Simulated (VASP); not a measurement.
All values below come from PBE GGA with D3 dispersion (Becke-Johnson damping), VASP's PBE PAW potentials (set 64) (plane waves; VASP).

VASP input:

### INCAR
```
# general
SYSTEM =Ru
PREC   =Accurate
ENCUT  =520
LREAL  =.FALSE.
LASPH  =.TRUE.

# electronic loop
EDIFF  =1E-6
NELM   =100
ALGO   =Normal
LMAXMIX=4

# smearing
ISMEAR =1
SIGMA  =0.1

# functional
GGA    =PE
IVDW   =12

# ions
IBRION =2
NSW    =60
ISIF   =3
EDIFFG =-0.01

# output
LWAVE  =.FALSE.
LCHARG =.FALSE.
```

KPOINTS:
```
Automatic
0
G
 14 14 8
```

POSCAR:
```
Ru
1.0
  1.3550000000  -2.3469290000   0.0000000000
  1.3550000000   2.3469290000   0.0000000000
  0.0000000000   0.0000000000   4.2800000000
Ru
2
direct
  0.3333330000   0.6666670000   0.2500000000
  0.6666670000   0.3333330000   0.7500000000
```

POTCAR, in this order: Ru_pv (PBE.64 set). Program: vasp_std.

**Question.** Estimate the energy per atom (σ→0), dispersion energy, volume per atom, band gap (on the k-mesh).

**Answer.** 
```json
{
 "energy per atom (σ→0)": "-9.854 eV/atom",
 "dispersion_energy": "-1.261 eV",
 "band gap (on the k-mesh)": "none (metal, semimetal or under 0.01 eV)",
 "volume_per_atom": "13.44 Å³/atom"
}
```

OSZICAR:
```
...
DAV:   7    -0.184473871415E+02    0.32798E-05   -0.47712E-06  4192   0.190E-02    0.620E-03
DAV:   8    -0.184473877911E+02   -0.64964E-06   -0.23764E-07  2204   0.417E-03
   3 F= -.19708345E+02 E0= -.19707904E+02  d E =-.434284E-02
       N       E                     dE             d eps       ncg     rms          rms(c)
DAV:   1    -0.184470916819E+02    0.29546E-03   -0.58128E-04  4344   0.299E-01    0.438E-02
DAV:   2    -0.184470641348E+02    0.27547E-04   -0.77813E-05  4344   0.941E-02    0.726E-03
DAV:   3    -0.184470639451E+02    0.18971E-06   -0.43895E-06  4248   0.202E-02
   4 F= -.19708344E+02 E0= -.19707903E+02  d E =-.434187E-02
```

The compound is Ru in the hcp structure. This run relaxes it. Symmetry was kept, so distortions that lower it aren't found.
